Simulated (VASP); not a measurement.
# Al3Si2F (P6/mmm) in VASP: further runs

The runs below take Al3Si2F through relaxation of cell and atoms, with PBE.

Program: VASP 6.6.1. These are calculated values, not measurements. Logs are shortened: lines on timing, memory, paths and dates and some standing lists are left out, and cuts for length are marked.

### Step 1. The structure

The structure is hexagonal, space group P6/mmm (No. 191). The conventional cell has a = 3.758 Å, b = 3.758 Å, c = 7.411 Å, α = 90.00°, β = 90.00°, γ = 120.00°. Al (site symmetry -6m2) is surrounded by 6 Al at 2.17 Å. Al (site symmetry 6/mmm) is surrounded by 2 Si at 1.89 Å and 6 Al at 2.17 Å. Si (site symmetry 6mm) is surrounded by 1 F at 1.82 Å and 1 Al at 1.89 Å. Around F (site symmetry 6/mmm) lie 2 Si at 1.82 Å.

The cell was built by a generator and needn't be a form met in nature.

### Step 2. Relaxation of cell and atoms, PBE

Input file INCAR:

```
SYSTEM = Al3Si2F
  PREC = Normal
  ENCUT = 520
  EDIFF = 1E-4
  ISMEAR = 0
  SIGMA = 0.15
  LREAL = .FALSE.
  LASPH = .TRUE.
  NELM = 60
  ALGO = Fast
  ISIF = 3
  LWAVE = .FALSE.
  LCHARG = .FALSE.
  GGA = PE
  IBRION = 2
  NSW = 24
  EDIFFG = -0.08
```

Input file KPOINTS:

```
Automatic mesh
0
G
  4 4 2
  0 0 0
```

Input file POSCAR:

```
Al3Si2F
1.0
    3.7584165700      0.0000000000      0.0000000000
   -1.8792082800      3.2548842300      0.0000000000
    0.0000000000      0.0000000000      7.4111932300
Al Si F
3 2 1
Direct
    0.3333333300      0.6666666700      0.5000000000
    0.6666666700      0.3333333300      0.5000000000
    0.0000000000      0.0000000000      0.5000000000
    0.0000000000      0.0000000000      0.2452686100
    0.0000000000      0.0000000000      0.7547313900
    0.0000000000      0.0000000000      0.0000000000
```

Potentials or basis: VASP PAW PBE potentials, release 64 (Al, Si, F).

Command:

```console
cat potpaw_PBE.64/Al/POTCAR potpaw_PBE.64/Si/POTCAR potpaw_PBE.64/F/POTCAR > POTCAR
mpirun -np 1 vasp_std > vasp.out
```

OUTCAR:

```text
SYSTEM = Al3Si2F
   PREC = Normal
   ENCUT = 520
   EDIFF = 1E-4
   ISMEAR = 0
   LREAL = .FALSE.
   LASPH = .TRUE.
   NELM = 60
   ISIF = 3
   GGA = PE
   IBRION = 2
   NSW = 24
   EDIFFG = -0.08

 ion  position               nearest neighbor table
   1  0.333  0.667  0.500-   3 2.17   2 2.17   2 2.17   3 2.17   3 2.17   2 2.17   4 2.88   5 2.88
                             5 2.88   4 2.88   5 2.88   4 2.88
   2  0.667  0.333  0.500-   3 2.17   1 2.17   1 2.17   3 2.17   3 2.17   1 2.17   4 2.88   5 2.88
                             4 2.88   5 2.88   4 2.88   5 2.88
   3  0.000  0.000  0.500-   4 1.89   5 1.89   1 2.17   2 2.17   1 2.17   2 2.17   2 2.17   1 2.17

   4  0.000  0.000  0.245-   6 1.82   3 1.89   1 2.88   2 2.88   1 2.88   2 2.88   2 2.88   1 2.88

   5  0.000  0.000  0.755-   6 1.82   3 1.89   1 2.88   2 2.88   1 2.88   2 2.88   2 2.88   1 2.88

   6  0.000  0.000  0.000-   4 1.82   5 1.82

  LATTYP: Found a hexagonal cell.
 ALAT       =     3.7584165700
 C/A-ratio  =     1.9718924425

  Lattice vectors:

 A1 = (   3.7584165700,   0.0000000000,   0.0000000000)
 A2 = (  -1.8792082800,   3.2548842300,   0.0000000000)
 A3 = (   0.0000000000,   0.0000000000,   7.4111932300)

Analysis of symmetry for initial positions (statically):
=====================================================================
 Subroutine PRICEL returns:
 Original cell was already a primitive cell.

 Routine SETGRP: Setting up the symmetry group for a
 hexagonal supercell.

 Subroutine GETGRP returns: Found 24 space group operations
 (whereof 24 operations were pure point group operations)
 out of a pool of 24 trial point group operations.

The static configuration has the point symmetry D_6h.

Analysis of symmetry for dynamics (positions and initial velocities):
=====================================================================
 Subroutine PRICEL returns:
 Original cell was already a primitive cell.

 Routine SETGRP: Setting up the symmetry group for a
 hexagonal supercell.

 Subroutine GETGRP returns: Found 24 space group operations
 (whereof 24 operations were pure point group operations)
 out of a pool of 24 trial point group operations.

The dynamic configuration has the point symmetry D_6h.

 Subroutine INISYM returns: Found 24 space group operations
 (whereof 24 operations are pure point group operations),
 and found     1 'primitive' translations

----------------------------------------------------------------------------------------

                                     Primitive cell

  volume of cell :      90.6627

  direct lattice vectors                    reciprocal lattice vectors
     3.758416570  0.000000000  0.000000000     0.266069495  0.153615294  0.000000000
    -1.879208280  3.254884230  0.000000000     0.000000000  0.307230589  0.000000000
     0.000000000  0.000000000  7.411193230     0.000000000  0.000000000  0.134931039

  length of vectors
     3.758416570  3.758416570  7.411193230     0.307230589  0.307230589  0.134931039

  position of ions in fractional coordinates (direct lattice)
     0.333333330  0.666666670  0.500000000
     0.666666670  0.333333330  0.500000000
     0.000000000  0.000000000  0.500000000
     0.000000000  0.000000000  0.245268610
     0.000000000  0.000000000  0.754731390
     0.000000000  0.000000000  0.000000000

  ion indices of the primitive-cell ions
   primitive index   ion index
                 1           1
                 2           2
                 3           3
                 4           4
                 5           5
                 6           6

----------------------------------------------------------------------------------------

 KPOINTS: Automatic mesh

Automatic generation of k-mesh.
 Grid dimensions read from file:
 generate k-points for:    4    4    2

 Generating k-lattice:

  Cartesian coordinates                     Fractional coordinates (reciprocal lattice)
     0.066517374  0.038403824  0.000000000     0.250000000  0.000000000  0.000000000
     0.000000000  0.076807647  0.000000000     0.000000000  0.250000000  0.000000000
     0.000000000  0.000000000  0.067465519     0.000000000  0.000000000  0.500000000

  Length of vectors
     0.076807647  0.076807647  0.067465519

  Shift w.r.t. Gamma in fractional coordinates (k-lattice)
     0.000000000  0.000000000  0.000000000

 Subroutine IBZKPT returns following result:
 ===========================================

 Found      8 irreducible k-points:

 Following reciprocal coordinates:
            Coordinates               Weight
  0.000000  0.000000  0.000000      1.000000
  0.250000  0.000000  0.000000      6.000000
  0.500000  0.000000  0.000000      3.000000
  0.250000  0.250000  0.000000      6.000000
  0.000000  0.000000  0.500000      1.000000
  0.250000  0.000000  0.500000      6.000000
  0.500000  0.000000  0.500000      3.000000
  0.250000  0.250000  0.500000      6.000000
   k-points           NKPTS =      8   k-points in BZ     NKDIM =      8   number of bands    NBANDS=     16
   number of dos      NEDOS =    301   number of ions     NIONS =      6
   total plane-waves  NPLWV =  24192
   dimension x,y,z NGX =    24 NGY =   24 NGZ =   42
   dimension x,y,z NGXF=    48 NGYF=   48 NGZF=   84
   ions per type =               3   2   1
   NGX,Y,Z   is equivalent  to a cutoff of  10.62, 10.62,  9.42 a.u.
   NGXF,Y,Z  is equivalent  to a cutoff of  21.23, 21.23, 18.84 a.u.
 SYSTEM =  Al3Si2F
   PREC   = normal    normal or accurate (medium, high low for compatibility)
   ISTART =      0    job   : 0-new  1-cont  2-samecut
   ICHARG =      2    charge: 1-file 2-atom 10-const
   ISPIN  =      1    spin polarized calculation?
   LNONCOLLINEAR =      F non collinear calculations
   LSORBIT =      F    spin-orbit coupling
   LASPH  =      T    aspherical Exc in radial PAW
   ENCUT  =  520.0 eV  38.22 Ry    6.18 a.u.   6.99  6.99 13.78*2*pi/ulx,y,z
   NELM   =     60;   NELMIN=  2; NELMDL= -5     # of ELM steps
   EDIFF  = 0.1E-03   stopping-criterion for ELM
   LREAL  =      F    real-space projection
   EDIFFG = -.8E-01   stopping-criterion for IOM
   NSW    =     24    number of steps for IOM
   IBRION =      2    ionic relax: 0-MD 1-quasi-New 2-CG
   NFREE  =      1    steps in history (QN), initial steepest desc. (CG)
   ISIF   =      3    stress and relaxation
   ISYM   =      2    0-nonsym 1-usesym 2-fastsym
   POTIM  = 0.5000    time-step for ionic-motion
   TEBEG  =    0.0;   TEEND  =   0.0 temperature during run
   PSTRESS=    0.0 pullay stress
   NELECT =      24.0000    total number of electrons
   NUPDOWN=      -1.0000    fix difference up-down
   EMIN   =  10.00;   EMAX   =-10.00  energy-range for DOS
   EFERMI =   0.00;   METHOD = LEGACY
   ISMEAR =     0;   SIGMA  =   0.15  broadening in eV -4-tet -1-fermi 0-gaus
   EFERMI_NEDOS =   21; number of points for ismear=-14 and -15
   IALGO  =     68    algorithm
   IMIX   =      4    mixing-type and parameters
     AMIX     =   0.40;   BMIX     =  1.00
     AMIX_MAG =   1.60;   BMIX_MAG =  1.00
  volume/ion in A,a.u.               =      15.11       101.97
  Fermi-wavevector in a.u.,A,eV,Ry     =   1.051161  1.986405 15.033600  1.104938
  Thomas-Fermi vector in A             =   2.186193
   LORBIT       =      0    0 simple, 1 ext, 2 COOP (PROOUT), +10 PAW based schemes
   GGA     = PE    functional components
   LHFCALC =     F    Hartree Fock is set to
   AEXX    =    0.0000 exact exchange contribution
   IVDW    =     0    specifies the selected vdW correction
   LEPSILON=     F    determine dielectric tensor
   LRPA    =     F    only Hartree local field effects (RPA)
 conjugate gradient relaxation of ions
 non-spin polarized calculation
 RMM-DIIS sequential band-by-band and
 Gauss-broadening in eV      SIGMA  =   0.15
  energy-cutoff  :      520.00
  volume of cell :       90.66
 maximum number of plane-waves:      2462
   NGX = 13   NGY = 13   NGZ = 27

--------------------------------------- Ionic step        1  -------------------------------------------

 number of electron      24.0000026 magnetization

 Free energy of the ion-electron system (eV)
  ---------------------------------------------------
  ext. energy  EPLUGINS =         0.00000000
  ---------------------------------------------------
  free energy    TOTEN  =       -11.39315378 eV

  energy without entropy =      -11.36614679  energy(sigma->0) =      -11.37965029

 E-fermi :   7.5745     XC(G=0):  -9.7198

 val. band max:        7.4628841449   @ k =   0.2500   0.0000   0.5000
 cond. band min:       7.5784850745   @ k =   0.0000   0.0000   0.0000
 fundamental gap:      0.1156009297
 Fermi energy:         7.5745177674

 k-point     1 :       0.0000    0.0000    0.0000
  band No.  band energies     occupation
      1     -19.8376      2.00000
      2      -6.5168      2.00000
      3      -4.7595      2.00000
      4      -1.4165      2.00000
      5      -0.3924      2.00000
      6      -0.3924      2.00000
[... 8 lines left out ...]
     15       8.1860      0.00000
     16      11.1744      0.00000

 k-point     2 :       0.2500    0.0000    0.0000
  band No.  band energies     occupation
      1     -19.8243      2.00000
      2      -5.7156      2.00000
      3      -4.5724      2.00000
      4      -0.9232      2.00000
      5      -0.6610      2.00000
      6      -0.4427      2.00000
[... 8 lines left out ...]
     15       9.9214      0.00000
     16      10.6120      0.00000
[... 334 lines left out ...]
 POSITION                                       TOTAL-FORCE (eV/Angst)
 -----------------------------------------------------------------------------------
     -0.00000      2.57743      4.45529         0.000000      0.000000      0.000000
      2.23212      1.28872      4.45529         0.000000      0.000000     -0.000000
      0.00000      0.00000      4.45529         0.000000      0.000000      0.000000
      0.00000      0.00000      1.92574         0.000000      0.000000      0.403603
      0.00000      0.00000      6.98485        -0.000000     -0.000000     -0.403603
      0.00000      0.00000      0.00000         0.000000      0.000000      0.000000
 -----------------------------------------------------------------------------------
    total drift:                                0.000000     -0.000000     -0.000000

  FREE ENERGIE OF THE ION-ELECTRON SYSTEM (eV)
  ---------------------------------------------------
  free  energy   TOTEN  =       -21.0090511470 eV

  energy  without entropy=      -20.9832777981  energy(sigma->0) =      -20.99616447

--------------------------------------- Ionic step        7  -------------------------------------------

 number of electron      23.9999967 magnetization

 Free energy of the ion-electron system (eV)
  ---------------------------------------------------
  ext. energy  EPLUGINS =         0.00000000
  ---------------------------------------------------
  free energy    TOTEN  =       -21.04774735 eV

  energy without entropy =      -21.01772789  energy(sigma->0) =      -21.03273762

 E-fermi :   3.1897     XC(G=0):  -7.9349

 val. band max:        3.0667190025   @ k =   0.2500   0.2500   0.5000
 cond. band min:       3.2172398648   @ k =   0.5000   0.0000   0.0000
 fundamental gap:      0.1505208623
 Fermi energy:         3.1897428504

 k-point     1 :       0.0000    0.0000    0.0000
  band No.  band energies     occupation
      1     -22.6441      2.00000
      2      -7.3420      2.00000
      3      -7.2494      2.00000
      4      -3.5698      2.00000
      5      -3.5210      2.00000
      6      -3.5208      2.00000
[... 8 lines left out ...]
     15       3.9390      0.00000
     16       5.1710      0.00000

 k-point     2 :       0.2500    0.0000    0.0000
  band No.  band energies     occupation
      1     -22.6429      2.00000
      2      -7.1929      2.00000
      3      -6.7727      2.00000
      4      -3.6091      2.00000
      5      -3.5390      2.00000
      6      -3.2723      2.00000
[... 8 lines left out ...]
     15       4.3035      0.00000
     16       4.8317      0.00000
[... 125 lines left out ...]
 VOLUME and BASIS-vectors are now :
 -----------------------------------------------------------------------------
  energy-cutoff  :      520.00
  volume of cell :      149.76
      direct lattice vectors                 reciprocal lattice vectors
     4.440130187  0.000000001 -0.000000000     0.225218621  0.130030031 -0.000000000
    -2.220065087  3.845265542  0.000000000    -0.000000000  0.260060063 -0.000000000
     0.000000000  0.000000000  8.771331369     0.000000000 -0.000000000  0.114007778

 POSITION                                       TOTAL-FORCE (eV/Angst)
 -----------------------------------------------------------------------------------
     -0.00000      2.56351      4.38567        -0.000000     -0.000000      0.000000
      2.22007      1.28176      4.38567        -0.000000     -0.000000     -0.000000
      0.00000      0.00000      4.38567        -0.000000     -0.000000      0.000000
      0.00000      0.00000      1.92603        -0.000000      0.000000      0.049294
      2.22007      3.84527      6.84530         0.000000      0.000000     -0.049294
      0.00000      0.00000      8.77133        -0.000000     -0.000000      0.000000
 -----------------------------------------------------------------------------------
    total drift:                                0.000000     -0.000000      0.000000

  FREE ENERGIE OF THE ION-ELECTRON SYSTEM (eV)
  ---------------------------------------------------
  free  energy   TOTEN  =       -21.0477473539 eV

  energy  without entropy=      -21.0177278911  energy(sigma->0) =      -21.03273762

 reached required accuracy - stopping structural energy minimisation
```

It took 25 s on 1 thread of Intel Xeon Platinum 8488C (Sapphire Rapids), shared host; peak memory 0.16 GiB.

Results:

```yaml
Free_energy: -21.0477 eV
Relaxed_volume: 24.96 Å³/atom
Relaxed_cell: a = 4.440 Å, b = 4.440 Å, c = 8.771 Å, α = 90.00°, β = 90.00°, γ = 120.00°
Space_group_after_relaxing_to_0.05_Å: P6/mmm (No. 191)
Energy_gained_by_relaxing: 1609.1 meV/atom
Ionic_steps: 7
Pressure_after_relaxing: -0.1 GPa
Largest_force_after_relaxing: 0.049 eV/Å
Band_gap_on_the_k_mesh: none (metal or under the smearing width)
```

Forces on the atoms (eV/Å):
```
Al   0.000  0.000  0.000
Al   0.000  0.000  0.000
Al   0.000  0.000  0.000
Si   0.000  0.000  0.049
Si   0.000  0.000 -0.049
F    0.000  0.000  0.000
```

Step by step:
```csv
step,energy change (eV),largest force (eV/Å),pressure (GPa),volume (Å³)
1,0.0000,8.4626,66.26,90.66
2,-7.1685,1.4443,-9.88,199.81
3,-9.4685,1.5843,1.88,146.06
4,-9.4662,1.6127,1.36,147.35
5,-9.6133,0.5453,-1.24,152.97
6,-9.6159,0.4036,-1.53,153.79
7,-9.6546,0.0493,-0.09,149.76
```

Final structure:
```yaml
crystal:
  lattice:
    - [4.44013, 0.00000, 0.00000]
    - [-2.22007, 3.84527, 0.00000]
    - [0.00000, 0.00000, 8.77133]
  atoms:
    - { symbol: Al, position: [0.33333, 0.66667, 0.50000] }
    - { symbol: Al, position: [0.66667, 0.33333, 0.50000] }
    - { symbol: Al, position: [0.00000, 0.00000, 0.50000] }
    - { symbol: Si, position: [0.00000, 0.00000, 0.21958] }
    - { symbol: Si, position: [0.00000, 0.00000, 0.78042] }
    - { symbol: F, position: [0.00000, 0.00000, 0.00000] }
```

Caveat: the k mesh is coarse (spacing up to 0.48 Å⁻¹), so the values aren't converged; the volume moved by over 15 % at a fixed basis, so the end points are rough; the relaxation stopped at a loose force limit of 0.08 eV/Å, so its end isn't a converged minimum.

[end of part 1 of 2]
